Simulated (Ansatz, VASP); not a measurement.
**Two plane-wave programs on Y2HfF**

Contents of INCAR:

```
PREC = Accurate
ENCUT = 520
EDIFF = 1E-7
ISMEAR = 0
SIGMA = 0.1
LREAL = False
LASPH = True
NELM = 80
ALGO = Normal
ISIF = 2
LWAVE = False
LCHARG = False
GGA = PE
NBANDS = 28
```

The input KPOINTS:

```
regular mesh
0
Gamma
  6 6 6
```

POSCAR

```
Y2HfF
1.0
   -2.1937707600      2.1937707600      4.1004535100
    2.1937707600     -2.1937707600      4.1004535100
    2.1937707600      2.1937707600     -4.1004535100
Y Hf F
2 1 1
Direct
    0.7500000000      0.2500000000      0.5000000000
    0.2500000000      0.7500000000      0.5000000000
    0.0000000000      0.0000000000      0.0000000000
    0.5000000000      0.5000000000      0.0000000000
```

Input for Ansatz:

```yaml
crystal:
  lattice:
    - [-2.19377076, 2.19377076, 4.10045351]
    - [2.19377076, -2.19377076, 4.10045351]
    - [2.19377076, 2.19377076, -4.10045351]
  atoms:
    - { symbol: "Y", position: [0.75, 0.25, 0.5] }
    - { symbol: "Y", position: [0.25, 0.75, 0.5] }
    - { symbol: Hf, position: [0.0, 0.0, 0.0] }
    - { symbol: F, position: [0.5, 0.5, 0.0] }
basis:
  ecutwfc: 420
kpoints:
  mp_grid: { grid: [6, 6, 6] }
hamiltonian:
  xc: pbe
scf:
  occupations: { method: gaussian, width: 0.1 }
  lower_state_search: "off"
output:
  forces: true
  stress: true
  eigenvalues: true
```

Alike in both runs: task single point; functional PBE; k mesh 6 × 6 × 6; occupations gaussian, width 0.1 eV; no spin polarisation.

```csv
,VASP,Ansatz
version,VASP 6.6.1,Ansatz 0.2.0
potentials or method,"VASP PAW PBE potentials, release 64 (Y_sv, Hf_pv, F)","scalar-relativistic, plane waves, PAW"
plane-wave cutoff (eV),520,420
valence electrons in the cell,39,55
```

|  | VASP | Ansatz | Ansatz less VASP |
| --- | --- | --- | --- |
| gap on the k mesh at the Fermi level (eV) | none | none | - |
| pressure (GPa) | 14.4 | 14.6 | +0.23 |
| largest component of the traceless stress (GPa) | 0.30 | 0.22 | -0.081 |

A gap of «none» marks a metal or a gap that the smearing closes. The two sets of potentials don't hold the same shells in valence.

Caveats: an odd number of electrons without spin polarisation forces a metal; a magnetic or distorted state may lie lower. Spin-orbit coupling is left out, which matters for the levels of Hf.
